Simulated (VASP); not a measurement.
Given:

```
CELL_PARAMETERS angstrom
      2.23850    -3.87719     0.00000
      2.23850     3.87719     0.00000
      0.00000     0.00000     5.05407
ATOMIC_POSITIONS crystal
  Se 0.00000 0.22159 0.66667
  Se 0.77841 0.77841 0.00000
  Se 0.22159 0.00000 0.33333
```

All values below come from PBE GGA, VASP's PBE PAW potentials (set 64) (plane waves; VASP). Run with 480 eV cut-off, 6×6×4 Γ-centred mesh, Gaussian smearing of 0.050 eV, potentials Se.

Without a dispersion term in the relaxation, distances and binding between the weakly bound layers, chains or molecules are unreliable, and so is what depends on them.

Problem. Predict the energy per atom (σ→0), band gap (on the k-mesh) with the smallest direct gap where there is one.

Solution. 
| Property | Value |
|---|---|
| band gap (on the k-mesh) | 0.97 eV |
| smallest direct gap (on the k-mesh) | 1.18 eV |
| energy per atom (σ→0) | -3503 meV/atom |

Only differences to runs with the same potentials and settings are physical.

The compound is Se in the trig structure. It was relaxed first, which changed the volume by +7 %.
